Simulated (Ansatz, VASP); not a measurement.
# BAs (BAs, zinc blende or diamond type, a = 4.747 A): VASP beside Ansatz

One calculation is typed for both programs; each brings its own data sets. How far apart do they land? The cell is taken from a series of runs on this material, whose earlier steps may have relaxed, scaled, displaced or heated it; both programs get it as it stands.

Program: Ansatz 0.2.0. Level of theory: plane waves, with VASP 6.6.1 beside it; single point at LDA. Results are calculated unless marked as measured.

## Step 1: The starting structure

Symmetry: F-43m, No. 216, cubic system. The conventional cell has a = 4.747 Å, b = 4.747 Å, c = 4.747 Å, α = 90.00°, β = 90.00°, γ = 90.00°. Nearest to B lie 4 As at 2.06 Å. Nearest to As lie 4 B at 2.06 Å. Farther neighbours are not listed.

## Step 2: Ansatz: single point, LDA

Ansatz runs on its default PAW (the set named soft_2) files.

A single point gives forces, pressure and levels at one fixed geometry, so differences don't come from the geometry; what else differs is listed under the comparison.

The input, input.yaml:

```yaml
crystal:
  lattice:
    - [3.3566358903, 0.0, 0.0]
    - [0.0, 3.3566358903, 0.0]
    - [0.0, 0.0, 4.747]
  atoms:
    - { symbol: B, position: [0.0, 0.0, 0.0] }
    - { symbol: As, position: [0.5, 0.0, 0.25] }
    - { symbol: B, position: [0.5, 0.5, 0.5] }
    - { symbol: As, position: [0.0, 0.5, 0.75] }
kpoints:
  mp_grid: { grid: [8, 8, 6] }
hamiltonian:
  xc: lda
scf:
  occupations: { method: fixed }
  convergence: { dr2_threshold: 1.0e-09 }
output:
  transmission:
    leads: [[0, 0]]
    kpoints: [[0, 0], [0.5, 0], [0.5, 0.5], [0.25, 0]]
    e_range: [-2.04, 4.93]
    de: 0.17
```

Launch:

```bash
$ ansatz run input.yaml --threads 2 --pin off --max-ram 4096MiB --backend cpu --events-out ev --progress --plain --runs-dir out
```

Numbers of over 12 decimals in the logs are rounded to 6 here.

The program printed:

```text
Engine: ansatz 0.2.0, x86_64-unknown-linux-gnu
Pseudopotentials: kind: paw
Pseudopotential: B, paw, valence charge 3, recommended cutoff 420 eV (normal), B.paw.azcp
Pseudopotential: As, paw, valence charge 15, recommended cutoff 420 eV (normal), As.paw.azcp
Functional definition: SPW92
  exchange = slater_x
  correlation = pw_c
Crystal: 4 atoms, lattice volume = 53.484 Å³
Basis set: ecut = 420 eV, 1055 PW (Γ)
Bands: 22, of which v1, the nominal top of the filled ones, is band 18 counted from 1 (17 counted from 0)
Symmetry: 16 space group operations
Space group: F-43m (ITA 216), of the structure as read, at distance tolerance 3.8e-5 Å
k-points: 60 of 384 (time reversal used)
Non-local potential: B, projectors of the file, l = 0: 2, l = 1: 2, l = 2: 1
Non-local potential: As, projectors of the file, l = 0: 2, l = 1: 2, l = 2: 3, l = 3: 1
PAW form: soft (Blöchl's): semilocal exchange-correlation on the pseudo side does not see the compensation charge
PAW frozen core: B, regenerated for the run's functional, and the local potential with it (the file was generated under x = pbe(κ = 0.804, μ = 0.219515), c = pbe(β = 0.066725))
PAW frozen core: As, regenerated for the run's functional, and the local potential with it (the file was generated under x = pbe(κ = 0.804, μ = 0.219515), c = pbe(β = 0.066725))
PAW one-centre angular grid: B, 110 points (default); XC on 64 Gauss nodes
PAW one-centre angular grid: As, 590 points (default); XC on 64 Gauss nodes
Initial density: superposition of atomic densities (neutral atoms: chi_scale 0, normalization atom), corrected by the library's trained network
Initial wavefunctions: pseudopotential atomic-orbital guess
Functional: x = slater, c = lda
SCF iter   1: F=—  HF=-9847.063914 eV  |F-HF|=—  |Δ(HF+E_count)|=         —  Δρ=7.15e-3  dr2=2.70e-2  ethr=1.77e-3  ⟨swp⟩=4.3  Hψ=5169  notcnv=0  defer=87
preconditioner: auto → none  [insulator: Δε(μ)=1.113 eV  Ē_g=10.641 eV  n_scr=14 (ndim 8)  ℏωp=20.3 eV  f_vac=0.000  ε∞_Penn≈4.6]
SCF iter   2: F=—  HF=-9847.054938 eV  |F-HF|=—  |Δ(HF+E_count)|=   8.98e-3  Δρ=2.13e-3  dr2=1.26e-3  ethr=7.51e-5  ⟨swp⟩=2.1  Hψ=2221  notcnv=0  defer=118
SCF iter   3: F=—  HF=-9847.054358 eV  |F-HF|=—  |Δ(HF+E_count)|=   5.79e-4  Δρ=1.03e-3  dr2=2.39e-4  ethr=3.51e-6  ⟨swp⟩=2.0  Hψ=2520  notcnv=0  defer=120
SCF iter   4: F=—  HF=-9847.054316 eV  |F-HF|=—  |Δ(HF+E_count)|=   4.22e-5  Δρ=4.15e-4  dr2=3.54e-5  ethr=6.65e-7  ⟨swp⟩=2.0  Hψ=1791  notcnv=0  defer=73
SCF iter   5: F=—  HF=-9847.054304 eV  |F-HF|=—  |Δ(HF+E_count)|=   1.21e-5  Δρ=9.05e-5  dr2=1.70e-6  ethr=9.84e-8  ⟨swp⟩=2.6  Hψ=2346  notcnv=0  defer=14
SCF iter   6: F=—  HF=-9847.054304 eV  |F-HF|=—  |Δ(HF+E_count)|=   2.18e-7  Δρ=8.57e-6  dr2=1.45e-8  ethr=4.73e-9  ⟨swp⟩=2.1  Hψ=2314  notcnv=0
SCF iter   7: F=-9847.054304 eV  HF=-9847.054304 eV  |F-HF|=1.82e-12  |Δ(HF+E_count)|=   1.07e-9  Δρ=6.69e-7  dr2=9.10e-11  ethr=2.78e-12  ⟨swp⟩=4.4  Hψ=4596  notcnv=0
SCF 1 converged in 7 iterations: F = -9847.054304 eV  dr2 = 9.10e-11
  greatest PAW one-centre occupation: 0.999 electrons in one spin orbital (limit 2), on the As atom at site 3 (counted from 0), in its partial waves of l = 2
transmission: 6 of 24 steps passed
transmission: 12 of 24 steps passed
transmission: 18 of 24 steps passed
transmission: 24 of 24 steps passed
SCF converged after 7 iterations
Free energy (F): -9847.054304 eV
Harris-Foulkes:  -9847.054304 eV  (|F-HF|=1.82e-12)
Internal energy: -9847.054304 eV  (E = F + TS)
E sigma→0 (E₀):  -9847.054304 eV
Fermi energy:    11.143706 eV
--- Per-component energies (eV) ---
  E_band       = -423.344995
  E_kinetic    = 306.900217
  E_local      = -3372.862719  (includes V_loc(G=0)·N_el)
  E_nonlocal   = -1303.879753
  E_hartree    = 1870.370904
  E_xc         = -222.764728
  E_vxc        = -236.615384  (∫ρ·V_xc dr)
  E_paw        = -3655.697338  (= ΣΔE_a)
  E_vpaw       = 442.370906  (= ΣTr[D̂ρ^β])
  E_aug_tail   = 0.000018  (compensation charges beyond the density's cutoff)
  E_ewald      = -3473.363034
  E_core_change = 4.242129  (= ΣΔE_core)
  E_smearing   = -0.000000  (= −TS)
  E_closure    = 0.000000  (closes the sum)
  Σ components = -9847.054304   (vs F -9847.054304, Δ=0.00e0)
--- Band table (eV; the first three rows and the last of 60) ---
  k-point 0: bands = [... 14 lower, 6.9956, 11.1436, 11.1437, 11.1437, 12.4680, 12.5535, 14.4210, 14.4211]
  k-point 1: bands = [... 14 lower, 7.1552, 10.4375, 10.5071, 10.5071, 12.2623, 13.1540, 14.0234, 15.2234]
  k-point 2: bands = [... 14 lower, 7.6278, 8.8872, 9.4001, 9.4001, 12.3619, 13.3503, 14.2222, 16.8134]
  k-point 59: bands = [... 14 lower, 5.5316, 5.5316, 5.8330, 5.8330, 16.3497, 16.3497, 17.1030, 17.1030]
--- Transmission ---
  basis      : 97 plane waves across, 6 finite elements along
  points     : 4, as listed
  energies   : 42 from -2.040000 to 4.930000 eV about the Fermi level, 0.170000 eV apart; the leads are filled to 0.559299 eV, and channels, transmission and decay are at 0.510000 eV
  crystal 0  : As2B2, at the sites [0, 0], period 4.7470 Å: whole cells are its period
    offset         : up to 0.0000 Å between an atom of the period and one for which it stands
    channels       : 0.000000e0 a spin
    conductance    : none, the energies end too early or step too widely for 300 K: set another output.transmission.e_range or a lower de, or, where they end at an eighth of basis.ecutwfc, a higher one
    slowest decay  : 0.1581 /Å at (0.0000, 0.0000)
```

The column dr2 measures how far the density is from self-consistency, as an energy; F and HF (Harris–Foulkes) agree once it is small.

## Step 3: VASP: single point, LDA

The same cell, functional (in two slightly different forms) and mesh now go to VASP, with its own data sets.

Lines of VASP's logs that name or quote its potential files are left out, and so is its time.

The input, INCAR:

```
SYSTEM = BAs
PREC = Accurate
ENCUT = 420
EDIFF = 1E-06
NELM = 120
ISMEAR = 0
SIGMA = 0.01
LREAL = .FALSE.
ALGO = Normal
GGA = PW92
NBANDS = 14
LORBIT = 11
LWAVE = .FALSE.
LCHARG = .FALSE.
ISIF = 2
LASPH = .TRUE.
GGA_COMPAT = .FALSE.
EFERMI = MIDGAP
```

The input, POSCAR:

```
BAs
1.0
    3.3566358903      0.0000000000      0.0000000000
    0.0000000000      3.3566358903      0.0000000000
    0.0000000000      0.0000000000      4.7470000000
B As
2 2
Direct
    0.0000000000      0.0000000000      0.0000000000
    0.5000000000      0.5000000000      0.5000000000
    0.5000000000      0.0000000000      0.2500000000
    0.0000000000      0.5000000000      0.7500000000
```

The input, KPOINTS:

```
Automatic mesh
0
Gamma
8 8 6
0 0 0
```

The projector-augmented-wave data sets are B and As (LDA family, release 64).

Launch:

```bash
$ mpirun -np 1 vasp_std
```

The program printed:

```text
[banner, memory and clock lines left out]
running    1 mpi-ranks, on    1 nodes
 distrk:  each k-point on    1 cores,    1 groups
 distr:  one band on    1 cores,    1 groups

 POSCAR found type information on POSCAR B As
 POSCAR found :  2 types and       4 ions
|                                                                             |
|               ----> ADVICE to this user running VASP <----                  |
|                                                                             |
|     You enforced a specific xc type in the INCAR file but a different       |
|     [... a line on the potential file left out ...]
|     I HOPE YOU KNOW WHAT YOU ARE DOING!                                     |
|                                                                             |

 LDA part: xc-table for (Slater(with rela. corr.)+PW92), standard interpolation
 POSCAR, INCAR and KPOINTS ok, starting setup
 FFT: planning ... GRIDC
 FFT: planning ... GRID_SOFT
 FFT: planning ... GRID
 WAVECAR not read
 entering main loop
       N       E                     dE             d eps       ncg     rms          rms(c)
DAV:   1     0.296270239215E+02    0.29627E+02   -0.59177E+03  1680   0.839E+02
DAV:   2    -0.249484806603E+02   -0.54576E+02   -0.50107E+02  2334   0.144E+02
DAV:   3    -0.273652250227E+02   -0.24167E+01   -0.24013E+01  2196   0.306E+01
DAV:   4    -0.273810625339E+02   -0.15838E-01   -0.15832E-01  1944   0.274E+00
DAV:   5    -0.273812294553E+02   -0.16692E-03   -0.16691E-03  2154   0.258E-01    0.728E+00
DAV:   6    -0.260451801160E+02    0.13360E+01   -0.19248E+00  1950   0.837E+00    0.350E+00
DAV:   7    -0.258811206113E+02    0.16406E+00   -0.39255E-01  2156   0.364E+00    0.123E+00
DAV:   8    -0.258538932027E+02    0.27227E-01   -0.36191E-02  1944   0.123E+00    0.179E-01
DAV:   9    -0.258535883466E+02    0.30486E-03   -0.20207E-03  2076   0.315E-01    0.643E-02
DAV:  10    -0.258536102966E+02   -0.21950E-04   -0.30912E-04  1968   0.948E-02    0.292E-02
DAV:  11    -0.258536073229E+02    0.29737E-05   -0.17313E-05  2064   0.301E-02    0.153E-02
DAV:  12    -0.258536068225E+02    0.50043E-06   -0.30769E-06  1858   0.947E-03
   1 F= -.25853607E+02 E0= -.25853607E+02  d E =0.000000E+00
```

Parts of OUTCAR (step 3):

```text
ion  position               nearest neighbor table
   1  0.000  0.000  0.000-   3 2.06   4 2.06   4 2.06   3 2.06
   2  0.500  0.500  0.500-   3 2.06   4 2.06   3 2.06   4 2.06
   3  0.500  0.000  0.250-   1 2.06   2 2.06   2 2.06   1 2.06
   4  0.000  0.500  0.750-   1 2.06   2 2.06   1 2.06   2 2.06

  LATTYP: Found a simple tetragonal cell.
 ALAT       =     3.3566358903
 C/A-ratio  =     1.4142135624

 Subroutine GETGRP returns: Found  8 space group operations
 (whereof  8 operations were pure point group operations)

The static configuration has the point symmetry D_2d.

 Found     60 irreducible k-points:

   k-points           NKPTS =     60   k-points in BZ     NKDIM =     60   number of bands    NBANDS=     14

   dimension x,y,z NGX =    24 NGY =   24 NGZ =   32
   dimension x,y,z NGXF=    48 NGYF=   48 NGZF=   64

   ENCUT  =  420.0 eV  30.87 Ry    5.56 a.u.   5.61  5.61  7.93*2*pi/ulx,y,z

   NELECT =      16.0000    total number of electrons

 k-points in reciprocal lattice and weights: Automatic mesh
   0.00000000  0.00000000  0.00000000       0.003
   0.12500000  0.00000000  0.00000000       0.010
   0.25000000  0.00000000  0.00000000       0.010
   0.37500000  0.00000000  0.00000000       0.010
   0.50000000  0.00000000  0.00000000       0.005
   0.12500000  0.12500000  0.00000000       0.010
   0.25000000  0.12500000  0.00000000       0.021
   0.37500000  0.12500000  0.00000000       0.021
   0.50000000  0.12500000  0.00000000       0.010
[...]
0.50000000  0.37500000  0.50000000       0.010
   0.50000000  0.50000000  0.50000000       0.003

 average (electrostatic) potential at core
       1 -31.7107       2 -31.7107       3 -51.8068       4 -51.8068

 E-fermi :   6.9309

 k-point     1 :       0.0000    0.0000    0.0000
  band No.  band energies     occupation
    ...
      4       2.2197      2.00000
      5       2.2197      2.00000
      6       6.3736      2.00000
      7       6.3737      2.00000
      8       6.3737      2.00000
      9       7.7003      0.00000
     10       7.7701      0.00000
     11       9.6493      0.00000
     12       9.6494      0.00000
     13       9.6494      0.00000
    ...

 k-point     2 :       0.1250    0.0000    0.0000
  band No.  band energies     occupation
    ...
      4       1.3574      2.00000
      5       2.3745      2.00000
      6       5.1377      2.00000
      7       5.6036      2.00000
      8       6.2602      2.00000
      9       7.8935      0.00000
     10       9.1173      0.00000
     11       9.8350      0.00000
     12       9.8835      0.00000
     13      10.3199      0.00000
    ...

 k-point     3 :       0.2500    0.0000    0.0000
  band No.  band energies     occupation
    ...
      4       0.2768      2.00000
      5       2.8246      2.00000
      6       3.1082      2.00000
      7       4.0779      2.00000
      8       5.8844      2.00000
      9       8.3553      0.00000
     10      10.2598      0.00000
     11      10.3869      0.00000
     12      11.1959      0.00000
     13      11.8944      0.00000
    ...

  Total       -0.1827922     -0.1827922     -0.1982258      0.0000000      0.0000000      0.0000000
  in kB       -5.4757112     -5.4757112     -5.9380403      0.0000000      0.0000000      0.0000000
  external PRESSURE =      -5.6298209 kB  Pullay stress =       0.0000000 kB

  energy-cutoff  :      420.00
  volume of cell :       53.48
      direct lattice vectors                 reciprocal lattice vectors
     3.356635890  0.000000000  0.000000000     0.297917329  0.000000000  0.000000000
     0.000000000  3.356635890  0.000000000     0.000000000  0.297917329  0.000000000
     0.000000000  0.000000000  4.747000000     0.000000000  0.000000000  0.210659364

 POSITION                                       TOTAL-FORCE (eV/Angst)
 -----------------------------------------------------------------------------------
      0.00000      0.00000      0.00000         0.000000     -0.000000     -0.000000
      1.67832      1.67832      2.37350        -0.000000      0.000000     -0.000000
      1.67832      0.00000      1.18675         0.000000     -0.000000     -0.000000
      0.00000      1.67832      3.56025         0.000000     -0.000000      0.000000
 -----------------------------------------------------------------------------------
    total drift:                                0.000000      0.000000      0.000000

  FREE ENERGIE OF THE ION-ELECTRON SYSTEM (eV)
  ---------------------------------------------------
  free  energy   TOTEN  =       -25.8536068225 eV

  energy  without entropy=      -25.8536068225  energy(sigma->0) =      -25.85360682

 total charge
# of ion       s       p       d       tot
------------------------------------------
    1        0.654   1.201   0.000   1.855
    2        0.654   1.201   0.000   1.855
    3        1.179   1.691   0.090   2.959
    4        1.179   1.691   0.090   2.959
--------------------------------------------------
tot          3.664   5.783   0.180   9.628

[... 3 further parts left out ...]
```

The run ends at a pressure of -0.56 GPa.

## Step 4: Side by side

Known differences besides the potentials themselves: fixed occupations in Ansatz, narrow Gaussian smearing in VASP; the data sets hold 36 valence electrons in Ansatz (on its default PAW (the set named soft_2) files) and 16 in VASP; VASP's log shows a relativistic correction to its local exchange, Ansatz's none. Total energies have different zeros and are not compared.

Compared:

```
              quantity  Ansatz   VASP  difference
gap on the k mesh (eV)   1.119  1.115      +0.004
```

A gap on the mesh is an upper bound, since the band edges may lie between its points.

## Step 5: Summary of results

| Property | Result |
| --- | --- |
| difference in gap on the k mesh (single point, LDA) | 0.0041 eV |

What this shows: The difference in gap on the k mesh is 0.0041 eV (single point, LDA), within the 0.08 eV picked in this series as the mark of a large difference. The data sets hold unlike numbers of valence electrons (36 in Ansatz and 16 in VASP), so part of the differences comes from the potentials. Such differences can come from data sets, numerical settings and the points named under the comparisons, not from the functional's error against experiment.

[Lines on the potential files, build, host, timing and source positions are cut from VASP's logs without a mark.]

[Logs are printed without paths, hosts, clocks, repeated set-up lines and the standing remarks that a program may print on its own settings, such as how far it seeks lower states.]

[Hosts, paths, dates, database ids (printed as entryN), source tags and the programs' standing remarks are cut or masked in the printed files.]
